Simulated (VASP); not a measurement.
OSZICAR of a VASP run on Y₂CN₂O₂ (space group P-3m1):

File OSZICAR:
```
       N       E                     dE             d eps       ncg     rms          rms(c)
DAV:   1     0.285148828310E+03    0.28515E+03   -0.26390E+04  1400   0.173E+03
DAV:   2    -0.957294903041E+02   -0.38088E+03   -0.37111E+03  1860   0.402E+02
DAV:   3    -0.121054854940E+03   -0.25325E+02   -0.25227E+02  2008   0.967E+01
DAV:   4    -0.122818660247E+03   -0.17638E+01   -0.17613E+01  2352   0.199E+01
DAV:   5    -0.122846475543E+03   -0.27815E-01   -0.27811E-01  1748   0.256E+00    0.489E+01
DAV:   6    -0.104568640426E+03    0.18278E+02   -0.34237E+01  1592   0.375E+01    0.438E+01
DAV:   7    -0.971366031182E+02    0.74320E+01   -0.50223E+00  1624   0.166E+01    0.213E+01
DAV:   8    -0.102918749223E+03   -0.57821E+01   -0.30143E+00  1572   0.123E+01    0.911E+00
DAV:   9    -0.972476228058E+02    0.56711E+01   -0.16320E+00  1524   0.946E+00    0.942E-01
DAV:  10    -0.976101195641E+02   -0.36250E+00   -0.32073E-01  1520   0.472E+00    0.512E-01
DAV:  11    -0.975330101457E+02    0.77109E-01   -0.77792E-02  1460   0.256E+00    0.537E-01
DAV:  12    -0.977365337289E+02   -0.20352E+00   -0.66357E-02  1448   0.250E+00    0.304E-01
DAV:  13    -0.977400429322E+02   -0.35092E-02   -0.47756E-03  1632   0.642E-01    0.873E-02
DAV:  14    -0.977422672989E+02   -0.22244E-02   -0.10225E-03  1576   0.312E-01    0.496E-02
DAV:  15    -0.977426233882E+02   -0.35609E-03   -0.10375E-04  1824   0.102E-01    0.473E-02
DAV:  16    -0.977430079367E+02   -0.38455E-03   -0.11455E-04  1556   0.104E-01    0.162E-02
DAV:  17    -0.977430153700E+02   -0.74333E-05   -0.35498E-05  1520   0.583E-02    0.944E-03
DAV:  18    -0.977430318546E+02   -0.16485E-04   -0.54975E-06  1596   0.214E-02    0.482E-03
DAV:  19    -0.977430284691E+02    0.33856E-05   -0.27391E-06  1560   0.153E-02    0.320E-03
DAV:  20    -0.977430340369E+02   -0.55678E-05   -0.22532E-06  1500   0.143E-02    0.256E-03
DAV:  21    -0.977430344220E+02   -0.38509E-06   -0.25330E-07  1244   0.397E-03    0.857E-04
DAV:  22    -0.977430350842E+02   -0.66221E-06   -0.15240E-07   940   0.346E-03    0.473E-04
DAV:  23    -0.977430354819E+02   -0.39768E-06   -0.49781E-08   904   0.194E-03    0.480E-04
DAV:  24    -0.977430354901E+02   -0.82246E-08   -0.63349E-09   852   0.614E-04
   1 F= -.97743035E+02 E0= -.97743035E+02  d E =0.000000E+00
       N       E                     dE             ncg
       N       E                     dE             ncg
       N       E                     dE             ncg
```

Problem. Which electronic solver shows in the log?

Solution. It is blocked Davidson (ALGO = Normal, or the opening steps of other solvers). The INCAR had ALGO = Normal.

Problem. Can the final energy be trusted as converged?

Solution. The run converged. It stopped with EDIFF = 1E-7, NELM = 100 (r2SCAN meta-GGA, plane waves, VASP's PBE PAW potentials (set 64)).

The structure comes from a computed database's Y2CN2O2 entry (P-3m1); how it stands against other phases isn't given here. It was relaxed first.
